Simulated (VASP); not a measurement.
# KMgI3 in VASP: one cell, several levels of theory

Aim: gap, levels, forces and stress of KMgI3, cubic perovskite, under -3.0 % equal strain in all directions at fixed geometry. Runs: PBE, r2SCAN. The results are then set beside those of Ansatz 0.2.0 for the same cell. This is a trial cell built on a prototype, not taken from a measured structure, and it needn't be the compound's ground state.

The runs shown are made with VASP 6.6.1. PAW datasets, plane waves. The structure was generated, not taken from experiment, and needn't be the ground state; spin polarisation is off.

### 1 The structure to begin with

The cell comes from an earlier relaxation with r2SCAN in another program.

It is cubic, Pm-3m (No. 221); a = 5.639 Å in the conventional setting, 35.87 Å³ an atom. Near K stand 12 I at 3.99 Å; near Mg stand 6 I at 2.82 Å; near I stand 2 Mg at 2.82 Å and 4 K at 3.99 Å.

Structure file:

```cif
data_structure
_symmetry_space_group_name_H-M 'Pm-3m'
_symmetry_Int_Tables_number 221
_cell_length_a 5.6394
_cell_length_b 5.6394
_cell_length_c 5.6394
_cell_angle_alpha 90.000
_cell_angle_beta 90.000
_cell_angle_gamma 90.000
_cell_volume 179.35
loop_
_atom_site_label
_atom_site_type_symbol
_atom_site_symmetry_multiplicity
_atom_site_Wyckoff_symbol
_atom_site_fract_x
_atom_site_fract_y
_atom_site_fract_z
_atom_site_occupancy
K1 K 1 a 0.00000 0.00000 0.00000 1
Mg1 Mg 1 b 0.50000 0.50000 0.50000 1
I1 I 3 c 0.50000 0.50000 0.00000 1
```

### 2 PBE

File INCAR:

```
ENCUT = 520.000000
SIGMA = 0.020000
EDIFF = 1.00e-07
GGA = PE
PREC = Accurate
IBRION = -1
ISIF = 2
ISMEAR = -1
NBANDS = 24
NELM = 120
NSW = 0
LASPH = .TRUE.
LCHARG = .FALSE.
LWAVE = .FALSE.
LREAL = .FALSE.
```

File KPOINTS:

```
KPOINTS created by Atomic Simulation Environment
0
Gamma
4 4 4
0 0 0
```

File KPOINTS_OPT:

```
special points
4
Reciprocal
0.0000000000 0.0000000000 0.0000000000 1
0.0000000000 0.5000000000 0.0000000000 1
0.5000000000 0.5000000000 0.0000000000 1
0.5000000000 0.5000000000 0.5000000000 1
```

File POSCAR:

```
K  Mg I
 1.0000000000000000
     5.6394409076000001    0.0000000000000000    0.0000000000000000
     0.0000000000000000    5.6394409076000001    0.0000000000000000
     0.0000000000000000    0.0000000000000000    5.6394409076000001
 K   Mg  I
   1   1   3
Cartesian
  0.0000000000000000  0.0000000000000000  0.0000000000000000
  2.8197204538000000  2.8197204538000000  2.8197204538000000
  2.8197204538000000  2.8197204538000000  0.0000000000000000
  2.8197204538000000  0.0000000000000000  2.8197204538000000
  0.0000000000000000  2.8197204538000000  2.8197204538000000
```

The run uses the recommended PBE PAW datasets (32 valence electrons a neutral cell).

Launch:

```bash
$ mpirun -np 1 vasp_std
```

Printed to the terminal (iteration lines stand in OSZICAR):

```text
POSCAR found type information on POSCAR K MgI
 POSCAR found :  3 types and       5 ions
 LDA part: xc-table for (Slater+PW92), standard interpolation
 POSCAR, INCAR and KPOINTS ok, starting setup
 FFT: planning ... GRIDC
 FFT: planning ... GRID_SOFT
 FFT: planning ... GRID
 WAVECAR not read
 entering main loop
 Start KPOINTS_OPT (optional k-point list driver)
k-point batch [1-4\4]
```

OSZICAR:

```text
N       E                     dE             d eps       ncg     rms          rms(c)
DAV:   1     0.188151053433E+03    0.18815E+03   -0.12356E+04   480   0.111E+03
DAV:   2     0.138930068136E+01   -0.18676E+03   -0.17865E+03   664   0.223E+02
DAV:   3    -0.124254713751E+02   -0.13815E+02   -0.13764E+02   656   0.566E+01
DAV:   4    -0.129401136611E+02   -0.51464E+00   -0.51403E+00   720   0.105E+01
DAV:   5    -0.129479124127E+02   -0.77988E-02   -0.77980E-02   696   0.117E+00    0.445E+00
DAV:   6    -0.127006966950E+02    0.24722E+00   -0.28599E-01   592   0.217E+00    0.306E+00
DAV:   7    -0.126385097971E+02    0.62187E-01   -0.32221E-01   592   0.224E+00    0.110E+00
DAV:   8    -0.126385723231E+02   -0.62526E-04   -0.27335E-02   656   0.760E-01    0.172E-01
DAV:   9    -0.126384700428E+02    0.10228E-03   -0.80437E-04   608   0.135E-01    0.691E-02
DAV:  10    -0.126385487632E+02   -0.78720E-04   -0.25462E-04   648   0.917E-02    0.171E-02
DAV:  11    -0.126385496949E+02   -0.93171E-06   -0.27947E-05   704   0.236E-02    0.127E-02
DAV:  12    -0.126385490606E+02    0.63431E-06   -0.21228E-06   616   0.748E-03    0.374E-03
DAV:  13    -0.126385491148E+02   -0.54193E-07   -0.71126E-07   608   0.460E-03
   1 F= -.12638549E+02 E0= -.12638549E+02  d E =-.908947E-13
       N       E                     dE             ncg
DAV:   1     0.817957830773E+03   -0.20659E+04      192
DAV:   2     0.896330539360E+02   -0.72832E+03      256
DAV:   3     0.355932152075E+02   -0.54040E+02      264
DAV:   4     0.334336697412E+02   -0.21595E+01      288
DAV:   5     0.334062537920E+02   -0.27416E-01      280
DAV:   6     0.334058904896E+02   -0.36330E-03      256
DAV:   7     0.334058766556E+02   -0.13834E-04      304
DAV:   8     0.334058764896E+02   -0.16596E-06      256
DAV:   9     0.334058764876E+02   -0.20207E-08      192
```

The lines after F= are the extra pass for the points of KPOINTS_OPT, at fixed density; their E is not a total energy.

OUTCAR, selected sections:

```text
k-points           NKPTS =     10   k-points in BZ     NKDIM =     10   number of bands    NBANDS=     24

   NELECT =      32.0000    total number of electrons

   dimension x,y,z NGX =    42 NGY =   42 NGZ =   42
   dimension x,y,z NGXF=    84 NGYF=   84 NGZF=   84

  energy-cutoff  :      520.00
  volume of cell :      179.35
      direct lattice vectors                 reciprocal lattice vectors
     5.639440908  0.000000000  0.000000000     0.177322542  0.000000000  0.000000000
     0.000000000  5.639440908  0.000000000     0.000000000  0.177322542  0.000000000
     0.000000000  0.000000000  5.639440908     0.000000000  0.000000000  0.177322542

 k-points in reciprocal lattice and weights: KPOINTS created by Atomic Simulation Env
   0.00000000  0.00000000  0.00000000       0.016
   0.25000000  0.00000000  0.00000000       0.094
   0.50000000  0.00000000  0.00000000       0.047
   0.25000000  0.25000000  0.00000000       0.188
   0.50000000  0.25000000  0.00000000       0.188
   0.50000000  0.50000000  0.00000000       0.047
   0.25000000  0.25000000  0.25000000       0.125
   0.50000000  0.25000000  0.25000000       0.188
   0.50000000  0.50000000  0.25000000       0.094
   0.50000000  0.50000000  0.50000000       0.016

 E-fermi :   2.7595

 k-point     1 :       0.0000    0.0000    0.0000
  band No.  band energies     occupation
      1     -27.5989      2.00000
      2     -11.0665      2.00000
      3     -11.0665      2.00000
      4     -11.0665      2.00000
      5     -10.1491      2.00000
      6      -9.1093      2.00000
      7      -9.1093      2.00000
      8      -1.3027      2.00000
      9      -1.3027      2.00000
     10      -1.3027      2.00000
     11       1.2028      2.00000
     12       1.2028      2.00000
     13       1.2028      2.00000
     14       1.6416      2.00000
     15       1.6416      2.00000
     16       1.6416      2.00000
     17       3.5348      0.00000
     18       5.6482      0.00000
     19       7.0322      0.00000
     20       7.0322      0.00000
     21       7.0655      0.00000
     22       7.0655      0.00000
     23       7.0655      0.00000
     24       9.9681      0.00000

 k-point     2 :       0.2500    0.0000    0.0000
  band No.  band energies     occupation
      1     -27.5988      2.00000
      2     -11.0820      2.00000
      3     -11.0659      2.00000
      4     -11.0659      2.00000
      5     -10.0193      2.00000
      6      -9.2488      2.00000
      7      -9.1044      2.00000
      8      -1.1752      2.00000
      9      -1.1752      2.00000
     10      -1.1552      2.00000
     11       0.8727      2.00000
     12       0.9726      2.00000
     13       0.9726      2.00000
     14       1.0401      2.00000
     15       1.5042      2.00000
     16       1.5042      2.00000
     17       4.4517      0.00000
     18       6.4462      0.00000
     19       7.2979      0.00000
     20       7.3624      0.00000
     21       7.7629      0.00000
     22       7.8590      0.00000
     23       7.8590      0.00000
     24       9.2466      0.00000

 k-point     3 :       0.5000    0.0000    0.0000
  band No.  band energies     occupation
      1     -27.5988      2.00000
      2     -11.0962      2.00000
      3     -11.0653      2.00000
      4     -11.0653      2.00000
      5      -9.8094      2.00000
      6      -9.4697      2.00000
      7      -9.0995      2.00000
      8      -1.0130      2.00000
      9      -1.0130      2.00000
     10      -0.8784      2.00000
     11       0.1702      2.00000
     12       0.6593      2.00000
     13       0.6593      2.00000
     14       0.8933      2.00000
     15       1.4464      2.00000
     16       1.4464      2.00000
     17       5.8622      0.00000
     18       7.0300      0.00000
     19       7.3386      0.00000
     20       7.7506      0.00000
     21       8.4432      0.00000
     22       8.7862      0.00000
     23       9.1316      0.00000
     24       9.1872      0.00000

 k-point     4 :       0.2500    0.2500    0.0000
  band No.  band energies     occupation
      1     -27.5988      2.00000
      2     -11.0817      2.00000
      3     -11.0736      2.00000
      4     -11.0654      2.00000
      5      -9.9057      2.00000
      6      -9.2811      2.00000
      7      -9.1863      2.00000
      8      -1.6557      2.00000
      9      -1.0350      2.00000
     10      -0.4304      2.00000
     11       0.0658      2.00000
     12       0.8566      2.00000
     13       0.8963      2.00000
     14       1.2067      2.00000
     15       1.2451      2.00000
     16       1.7018      2.00000
     17       5.0148      0.00000
     18       6.9834      0.00000
     19       7.7133      0.00000
     20       7.8570      0.00000
     21       7.8697      0.00000
     22       8.2267      0.00000
     23       8.6453      0.00000
     24       9.1385      0.00000

 k-point     5 :       0.5000    0.2500    0.0000
  band No.  band energies     occupation
      1     -27.5988      2.00000
      2     -11.0887      2.00000
      3     -11.0734      2.00000
      4     -11.0648      2.00000
      5      -9.7137      2.00000
      6      -9.4526      2.00000
      7      -9.2082      2.00000
      8      -1.7837      2.00000
      9      -0.8499      2.00000
     10      -0.3624      2.00000
     11       0.0863      2.00000
     12       0.5645      2.00000
     13       0.6495      2.00000
     14       1.0642      2.00000
     15       1.2664      2.00000
     16       1.6990      2.00000
     17       6.2421      0.00000
     18       7.2804      0.00000
     19       8.0493      0.00000
     20       8.2721      0.00000
     21       8.3361      0.00000
     22       8.4398      0.00000
     23       8.5847      0.00000
     24       9.2196      0.00000

[... the tables of k-points 6 to 10 left out ...]

  Total        3.0364479      3.0364479      3.0364479      0.0000000     -0.0000000      0.0000000
  in kB       27.1249074     27.1249074     27.1249074      0.0000000     -0.0000000      0.0000000
  external PRESSURE =      27.1249074 kB  Pullay stress =       0.0000000 kB

 POSITION                                       TOTAL-FORCE (eV/Angst)
 -----------------------------------------------------------------------------------
      0.00000      0.00000      0.00000         0.000000      0.000000      0.000000
      2.81972      2.81972      2.81972         0.000000      0.000000      0.000000
      2.81972      2.81972      0.00000         0.000000      0.000000      0.000000
      2.81972      0.00000      2.81972         0.000000      0.000000      0.000000
      0.00000      2.81972      2.81972         0.000000      0.000000      0.000000
 -----------------------------------------------------------------------------------
    total drift:                               -0.000000     -0.000000      0.000000

  FREE ENERGIE OF THE ION-ELECTRON SYSTEM (eV)
  ---------------------------------------------------
  free  energy   TOTEN  =       -12.6385491148 eV

  energy  without entropy=      -12.6385491148  energy(sigma->0) =      -12.63854911
```

Hardware: 1 MPI rank of Intel Xeon Platinum 8488C, shared host.

The levels at the points of KPOINTS_OPT are read from vasprun.xml.

Band energies at the special points (eV, zero at the top of v, the last band that the electrons fill by count):

```
point    v−1      v     c   c+1
    Γ  -0.56  -0.56  1.33  3.45
    X  -0.75  -0.75  3.66  4.83
    M  -1.11  -0.03  5.20  5.20
    R   0.00   0.00  3.62  4.44
```

Gap with PBE: 1.33 eV, valence top at R, conduction bottom at Γ. Least direct gap: 1.89 eV. Pressure: 2.71 GPa; the forces vanish within 0.01 eV/Å.

(Part 1 of 2 ends here.)
